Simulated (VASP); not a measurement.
Given:

```xyz
1
Lattice="-1.5394 1.5394 1.5394 1.5394 -1.5394 1.5394 1.5394 1.5394 -1.5394" Properties=species:S:1:pos:R:3 pbc="T T T"
Mo     0.0000     0.0000     0.0000
```

Method: PBE GGA, VASP's PBE PAW potentials (set 64) (plane waves; VASP). Run with 300 eV cut-off, 12×12×12 Γ-centred mesh, Gaussian smearing of 0.20 eV, potentials Mo_sv.

At this cut-off the stress carries a Pulay error, which pulls relaxed volumes low. Energy and stress use the plane-wave basis of the starting cell.

Question: The ions, cell shape and volume are relaxed. Which structure does the run end with?

Answer: 
```xyz
1
Lattice="-1.5805 1.5805 1.5805 1.5805 -1.5805 1.5805 1.5805 1.5805 -1.5805" Properties=species:S:1:pos:R:3 pbc="T T T"
Mo     0.0000     0.0000     0.0000
```
Space group Im-3m (229), at a tolerance of 0.03 Å.

Question: How do energy and volume change from the first to the last step?

Answer: The energy (σ→0) changes by -85.7 meV/atom and the volume by +8.2 %, in 17 ionic steps.

The structure is a typed Mo crystal. This run relaxes it. Symmetry was kept, so distortions that lower it aren't found. The run is one of a series of settings (EDIFFG = -0.01, IBRION = 2, ISIF = 3, NSW = 50 against the base run), some of them coarse on purpose.
